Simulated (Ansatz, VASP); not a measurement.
## AlGaN2 in two plane-wave programs

Wanted: the spread between two codes on one cell, functional and k mesh. The cell is taken from a series of runs on this material, whose earlier steps may have relaxed, scaled, displaced or heated it; both programs get it as it stands.

Calculated with Ansatz 0.2.0; plane waves, with VASP 6.6.1 beside it; zone-centre phonons at LDA.

### Step 1. The structure

Symmetry: P3m1, No. 156, trigonal system. Conventional cell: a = 3.119 Å, b = 3.119 Å, c = 5.053 Å, α = 90.00°, β = 90.00°, γ = 120.00°. Nearest to Al lie 4 N at 1.88 to 1.89 Å. Ga has 4 N at 1.92 to 1.94 Å nearest. Nearest to N lie 3 Al at 1.89 Å and 1 Ga at 1.94 Å. Nearest to N lie 1 Al at 1.88 Å and 3 Ga at 1.92 Å. Farther neighbours and most contacts between anions are not listed.

As a file:

```cif
data_structure
_symmetry_space_group_name_H-M 'P 1'
_symmetry_Int_Tables_number 1
_cell_length_a 3.1192
_cell_length_b 3.1192
_cell_length_c 5.0529
_cell_angle_alpha 90.000
_cell_angle_beta 90.000
_cell_angle_gamma 120.000
_cell_volume 42.57
loop_
_atom_site_label
_atom_site_type_symbol
_atom_site_fract_x
_atom_site_fract_y
_atom_site_fract_z
_atom_site_occupancy
Al1 Al 0.00000 0.00000 0.99949 1
Ga2 Ga 0.66667 0.33333 0.49718 1
N3 N 0.66667 0.33333 0.11287 1
N4 N 0.00000 0.00000 0.62686 1
```

### Step 2. VASP: zone-centre phonons, LDA

Second derivatives magnify differences that forces hide, and they need a tight electronic threshold.

Lines of VASP's logs that name or quote its potential files are left out, and so is its time.

INCAR

```
SYSTEM = AlGaN2
PREC = Accurate
ENCUT = 600
EDIFF = 1E-08
NELM = 120
ISMEAR = -1
SIGMA = 0.026
LREAL = .FALSE.
ALGO = Normal
GGA = CA
NELECT = 26.6
NBANDS = 19
LORBIT = 11
LWAVE = .FALSE.
LCHARG = .FALSE.
ISIF = 2
IBRION = 8
LASPH = .TRUE.
GGA_COMPAT = .FALSE.
KPAR = 2
```

POSCAR

```
AlGaN2
1.0
    3.1191540346     -0.0000002863      0.0000000000
   -1.5595767694      2.7012667754      0.0000000000
    0.0000000000      0.0000000000      5.0528985475
Al Ga N
1 1 2
Direct
    0.0000000000      0.0000000000      0.9994937145
    0.6666666667      0.3333333333      0.4971805407
    0.6666666667      0.3333333333      0.1128676700
    0.0000000000      0.0000000000      0.6268580748
```

KPOINTS

```
Automatic mesh
0
Gamma
12 12 8
0 0 0
```

Potentials, in the order of the species: Al, Ga_d and N (LDA family, release 64).

The run is started by

```sh
> mpirun -np 2 vasp_std
```

Numbers of over 12 decimals in the logs are rounded to 6 here.

Log:

```text
[banner, memory and clock lines left out]
running    2 mpi-ranks, on    1 nodes
 distrk:  each k-point on    1 cores,    2 groups
 distr:  one band on    1 cores,    1 groups

 POSCAR found type information on POSCAR AlGaN
 POSCAR found :  3 types and       4 ions
 LDA part: xc-table for (Slater(with rela. corr.)+CA(PZ))
 , standard interpolation
 POSCAR, INCAR and KPOINTS ok, starting setup
 FFT: planning ... GRIDC
 FFT: planning ... GRID_SOFT
 FFT: planning ... GRID
 WAVECAR not read
 entering main loop
       N       E                     dE             d eps       ncg     rms          rms(c)
DAV:   1     0.220124875387E+03    0.22012E+03   -0.14114E+04  5178   0.229E+03
DAV:   2    -0.387351452062E+01   -0.22400E+03   -0.21370E+03  5530   0.490E+02
DAV:   3    -0.285584746535E+02   -0.24685E+02   -0.24244E+02  5691   0.129E+02
DAV:   4    -0.293375137129E+02   -0.77904E+00   -0.77505E+00  6740   0.231E+01
DAV:   5    -0.293475620893E+02   -0.10048E-01   -0.10040E-01  5965   0.256E+00BRMIX: very serious problems
 the old and the new charge density differ
 old charge density:    26.00000 new   26.60000
BRMIX: very serious problems
 the old and the new charge density differ
 old charge density:    26.00000 new   26.60000
    0.125E+01
DAV:   6    -0.241530189580E+02    0.51945E+01   -0.20711E+01  7433   0.585E+01    0.409E+00
DAV:   7    -0.241501376861E+02    0.28813E-02   -0.11903E+00  5736   0.895E+00    0.268E+00
DAV:   8    -0.240957784728E+02    0.54359E-01   -0.21929E-01  7028   0.472E+00    0.739E-01
DAV:   9    -0.240838233488E+02    0.11955E-01   -0.58294E-02  7061   0.351E+00    0.250E-01
DAV:  10    -0.240840907166E+02   -0.26737E-03   -0.43841E-03  5597   0.494E-01    0.113E-01
DAV:  11    -0.240840298597E+02    0.60857E-04   -0.18955E-04  7195   0.215E-01    0.436E-02
DAV:  12    -0.240840240461E+02    0.58136E-05   -0.43554E-05  6714   0.106E-01    0.983E-03
DAV:  13    -0.240840243232E+02   -0.27708E-06   -0.44119E-06  5741   0.171E-02    0.336E-03
DAV:  14    -0.240840242388E+02    0.84340E-07   -0.64987E-07  6788   0.128E-02    0.132E-03
DAV:  15    -0.240840242328E+02    0.60604E-08   -0.92224E-08  6584   0.430E-03
   1 F= -.24084024E+02 E0= -.24081831E+02  d E =-.438682E-02
 Linear response reoptimize wavefunctions to high precision
DAV:   1    -0.240840242336E+02   -0.85174E-09   -0.94885E-09  6304   0.857E-04
DAV:   2    -0.240840242337E+02   -0.78217E-10   -0.57928E-10  3397   0.185E-04
 Linear response DOF=           8
 Linear response progress:
  Degree of freedom:   1/  8
       N       E                     dE             d eps       ncg     rms          rms(c)
RMM:   1    -0.712609854829E-02   -0.71261E-02    0.71963E-04 53064   0.710E-01
RMM:   2    -0.622236068474E-02    0.90374E-03   -0.71785E-04 41008   0.193E-01    0.851E-02
RMM:   3    -0.613233079102E-02    0.90030E-04   -0.14182E-04 46963   0.752E-02    0.470E-02
RMM:   4    -0.615035123806E-02   -0.18020E-04   -0.68936E-05 43542   0.450E-02    0.802E-03
RMM:   5    -0.614987580601E-02    0.47543E-06   -0.33425E-06 47556   0.130E-02    0.255E-03
RMM:   6    -0.614860234356E-02    0.12735E-05   -0.95404E-08 46365   0.308E-03    0.796E-04
RMM:   7    -0.614697159887E-02    0.16307E-05    0.31939E-08 45990   0.104E-03    0.145E-04
RMM:   8    -0.614717681962E-02   -0.20522E-06   -0.10303E-08 47355   0.351E-04    0.827E-05
RMM:   9    -0.614715025603E-02    0.26564E-07    0.15987E-09 48382   0.113E-04    0.134E-05
RMM:  10    -0.614718499102E-02   -0.34735E-07   -0.85981E-10 47461   0.487E-05    0.120E-05
RMM:  11    -0.614718237695E-02    0.26141E-08    0.10151E-09 49910   0.234E-05    0.349E-06
 first order change of Fermi-energy  -0.56023E-06
 force on displaced ion       1 direction 1 : -14.636  -0.000  -0.000
 Linear response progress:
  Degree of freedom:   2/  8
       N       E                     dE             d eps       ncg     rms          rms(c)
RMM:   1    -0.155473164132E-01   -0.15547E-01    0.38539E-02 11832   0.155E+00
RMM:   2    -0.125847366900E-01    0.29626E-02   -0.31040E-03  9343   0.538E-01    0.125E-01
RMM:   3    -0.123784354982E-01    0.20630E-03   -0.87429E-04  9719   0.242E-01    0.473E-02
RMM:   4    -0.123925190588E-01   -0.14084E-04   -0.11049E-04 10217   0.767E-02    0.249E-02
RMM:   5    -0.123962060201E-01   -0.36870E-05   -0.14189E-05 10498   0.269E-02    0.938E-03
RMM:   6    -0.123979194184E-01   -0.17134E-05   -0.25282E-06 10443   0.106E-02    0.195E-03
RMM:   7    -0.123977631557E-01    0.15626E-06   -0.38605E-07 10203   0.360E-03    0.810E-04
RMM:   8    -0.123976107757E-01    0.15238E-06   -0.11957E-07 10605   0.134E-03    0.224E-04
RMM:   9    -0.123975955656E-01    0.15210E-07   -0.30557E-08 10616   0.447E-04    0.829E-05
RMM:  10    -0.123975590143E-01    0.36551E-07   -0.28537E-09 10856   0.157E-04    0.127E-05
RMM:  11    -0.123975624756E-01   -0.34613E-08   -0.62604E-09 10893   0.569E-05    0.826E-06
 first order change of Fermi-energy   0.49176E+00
 force on displaced ion       1 direction 3 :  -0.000  -0.000 -18.330
 Linear response progress:
  Degree of freedom:   3/  8
       N       E                     dE             d eps       ncg     rms          rms(c)
RMM:   1    -0.165157077856E+00   -0.16516E+00    0.43494E-01 27548   0.111E+01
RMM:   2    -0.161557653133E+00    0.35994E-02   -0.46875E-02 44121   0.189E+00    0.560E-02
[...]
RMM:   7    -0.175008512727E+00    0.68982E-07   -0.15390E-06 10619   0.639E-03    0.596E-04
RMM:   8    -0.175009698068E+00   -0.11853E-05   -0.50314E-07 11188   0.267E-03    0.171E-04
RMM:   9    -0.175009481760E+00    0.21631E-06   -0.31218E-07 11102   0.103E-03    0.707E-05
RMM:  10    -0.175009348348E+00    0.13341E-06   -0.23337E-07 11088   0.491E-04    0.187E-05
RMM:  11    -0.175009247272E+00    0.10108E-06   -0.11187E-07 11262   0.247E-04    0.107E-05
RMM:  12    -0.175009187633E+00    0.59639E-07   -0.78852E-08 11308   0.142E-04    0.256E-06
RMM:  13    -0.175009208709E+00   -0.21076E-07   -0.35965E-08 11008   0.966E-05    0.190E-06
RMM:  14    -0.175009200982E+00    0.77275E-08   -0.24840E-08 11244   0.762E-05    0.824E-07
 first order change of Fermi-energy   0.31541E+00
 force on displaced ion       2 direction 3 :   0.000  -0.000 -16.686
 Linear response progress:
  Degree of freedom:   5/  8
       N       E                     dE             d eps       ncg     rms          rms(c)
RMM:   1    -0.234767840129E+00   -0.23477E+00    0.20088E-01 54662   0.281E+00
RMM:   2    -0.232903468465E+00    0.18644E-02   -0.52813E-03 39944   0.618E-01    0.181E-01
RMM:   3    -0.233907545014E+00   -0.10041E-02   -0.16522E-03 44098   0.273E-01    0.891E-02
RMM:   4    -0.235653909872E+00   -0.17464E-02   -0.90223E-04 40992   0.156E-01    0.193E-02
RMM:   5    -0.235681224994E+00   -0.27315E-04   -0.44701E-05 47270   0.431E-02    0.217E-03
RMM:   6    -0.235659998368E+00    0.21227E-04   -0.15461E-06 45397   0.854E-03    0.120E-03
RMM:   7    -0.235650048034E+00    0.99503E-05   -0.14561E-07 47579   0.266E-03    0.184E-04
RMM:   8    -0.235654601440E+00   -0.45534E-05   -0.33401E-08 45490   0.788E-04    0.638E-05
RMM:   9    -0.235653380986E+00    0.12205E-05   -0.17769E-08 48084   0.307E-04    0.164E-05
RMM:  10    -0.235653808778E+00   -0.42779E-06   -0.49257E-08 46499   0.149E-04    0.418E-06
RMM:  11    -0.235653749194E+00    0.59585E-07    0.70805E-09 49485   0.100E-04    0.176E-06
RMM:  12    -0.235653760349E+00   -0.11156E-07   -0.52051E-08 48711   0.842E-05    0.106E-06
RMM:  13    -0.235653753582E+00    0.67679E-08   -0.29692E-09 45344   0.796E-05    0.440E-07
 first order change of Fermi-energy  -0.65137E-05
 force on displaced ion       3 direction 1 : -13.218  -0.001   0.000
 Linear response progress:
  Degree of freedom:   6/  8
       N       E                     dE             d eps       ncg     rms          rms(c)
RMM:   1    -0.245537603801E+00   -0.24554E+00    0.20285E-01 11934   0.341E+00
RMM:   2    -0.245043971319E+00    0.49363E-03   -0.12025E-02  9022   0.766E-01    0.165E-01
RMM:   3    -0.246072218517E+00   -0.10282E-02   -0.20192E-03  9899   0.300E-01    0.772E-02
RMM:   4    -0.247217682392E+00   -0.11455E-02   -0.42983E-04 10096   0.131E-01    0.249E-02
RMM:   5    -0.247626147456E+00   -0.40847E-03   -0.36451E-05 10199   0.411E-02    0.648E-03
RMM:   6    -0.247615363393E+00    0.10784E-04   -0.22780E-06 10531   0.110E-02    0.276E-03
RMM:   7    -0.247616852833E+00   -0.14894E-05   -0.30616E-07 10107   0.384E-03    0.760E-04
RMM:   8    -0.247620729783E+00   -0.38770E-05   -0.44033E-08 10301   0.144E-03    0.381E-04
RMM:   9    -0.247618796766E+00    0.19330E-05   -0.29893E-08 10482   0.489E-04    0.782E-05
RMM:  10    -0.247618865037E+00   -0.68271E-07   -0.26501E-08 10469   0.252E-04    0.285E-05
RMM:  11    -0.247618950564E+00   -0.85526E-07   -0.26206E-08 10930   0.128E-04    0.114E-05
RMM:  12    -0.247618915670E+00    0.34894E-07   -0.23474E-08 10941   0.943E-05    0.248E-06
RMM:  13    -0.247618924376E+00   -0.87057E-08   -0.10694E-08 10813   0.862E-05    0.143E-06
 first order change of Fermi-energy   0.43499E+00
 force on displaced ion       3 direction 3 :   0.000  -0.000 -11.351
 Linear response progress:
  Degree of freedom:   7/  8
       N       E                     dE             d eps       ncg     rms          rms(c)
RMM:   1    -0.238600115959E+00   -0.23860E+00    0.92651E-02 54964   0.390E+00
RMM:   2    -0.227998084736E+00    0.10602E-01   -0.10479E-02 39119   0.103E+00    0.153E-01
RMM:   3    -0.229391137527E+00   -0.13931E-02   -0.23390E-03 45852   0.361E-01    0.738E-02
RMM:   4    -0.230822372694E+00   -0.14312E-02   -0.67221E-04 44663   0.162E-01    0.169E-02
RMM:   5    -0.230818352753E+00    0.40199E-05   -0.28074E-05 46851   0.362E-02    0.110E-02
RMM:   6    -0.230781797167E+00    0.36556E-04   -0.32159E-06 45262   0.131E-02    0.124E-03
RMM:   7    -0.230800882386E+00   -0.19085E-04   -0.24131E-07 47014   0.360E-03    0.663E-04
RMM:   8    -0.230801194961E+00   -0.31257E-06   -0.33099E-08 46853   0.966E-04    0.804E-05
RMM:   9    -0.230801460901E+00   -0.26594E-06   -0.14528E-08 47265   0.313E-04    0.394E-05
RMM:  10    -0.230801003104E+00    0.45780E-06   -0.17939E-08 48179   0.153E-04    0.151E-05
RMM:  11    -0.230800975464E+00    0.27640E-07   -0.19526E-08 49512   0.973E-05    0.591E-06
RMM:  12    -0.230800932140E+00    0.43324E-07   -0.16850E-08 48722   0.821E-05    0.643E-07
RMM:  13    -0.230800925237E+00    0.69030E-08   -0.18568E-08 48684   0.764E-05    0.432E-07
 first order change of Fermi-energy  -0.11230E-04
 force on displaced ion       4 direction 1 : -13.192   0.000   0.000
 Linear response progress:
  Degree of freedom:   8/  8
       N       E                     dE             d eps       ncg     rms          rms(c)
RMM:   1    -0.251423883799E+00   -0.25142E+00    0.19171E-01 11817   0.335E+00
RMM:   2    -0.248111083080E+00    0.33128E-02   -0.87859E-03  9017   0.789E-01    0.173E-01
RMM:   3    -0.248891390506E+00   -0.78031E-03   -0.21682E-03 10010   0.314E-01    0.828E-02
RMM:   4    -0.249919175987E+00   -0.10278E-02   -0.42616E-04 10151   0.121E-01    0.307E-02
RMM:   5    -0.250374677360E+00   -0.45550E-03   -0.44773E-05 10468   0.436E-02    0.679E-03
RMM:   6    -0.250396868376E+00   -0.22191E-04   -0.22593E-06 10037   0.123E-02    0.258E-03
RMM:   7    -0.250397093465E+00   -0.22509E-06   -0.25295E-07 10492   0.403E-03    0.798E-04
RMM:   8    -0.250397050269E+00    0.43197E-07   -0.53324E-08 10352   0.140E-03    0.347E-04
RMM:   9    -0.250397079888E+00   -0.29620E-07   -0.42591E-08 10768   0.530E-04    0.941E-05
RMM:  10    -0.250397506558E+00   -0.42667E-06   -0.37363E-08 10351   0.234E-04    0.367E-05
RMM:  11    -0.250397500293E+00    0.62642E-08   -0.38740E-08 11147   0.135E-04    0.156E-05
 first order change of Fermi-energy  -0.12435E+01
 force on displaced ion       4 direction 3 :  -0.000   0.000 -15.007
 Linear response finished
```

(Continued in part 2 of 2.)

[Lines on the potential files, build, host, timing and source positions are cut from VASP's logs without a mark.]

[Logs are printed without paths, hosts, clocks, repeated set-up lines and the standing remarks that a program may print on its own settings, such as how far it seeks lower states.]

[Hosts, paths, dates, database ids (printed as entryN), source tags and the programs' standing remarks are cut or masked in the printed files.]
